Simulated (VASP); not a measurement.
Input:

```yaml
crystal:
  lattice:
    - [-1.52981, 1.52981, 1.52981]
    - [1.52981, -1.52981, 1.52981]
    - [1.52981, 1.52981, -1.52981]
  atoms:
    - { symbol: W, position: [0.00000, 0.00000, 0.00000] }
```

The numbers are results of PBE GGA, VASP's PBE PAW potentials (set 64) (plane waves; VASP), not measurements. Settings: 480 eV cut-off, 14×14×14 Γ-centred mesh, first-order Methfessel-Paxton smearing of 0.10 eV, potentials W_sv.

Question: Give the stress tensor in GPa (positive for a compressed cell).

Answer: 
```
47.16   0.00   0.00
 0.00  47.16   0.00
 0.00   0.00  47.16
```
The pressure is its mean diagonal, 47.16 GPa.

The compound is W in the bcc structure. This cell was strained or had an atom moved on purpose.
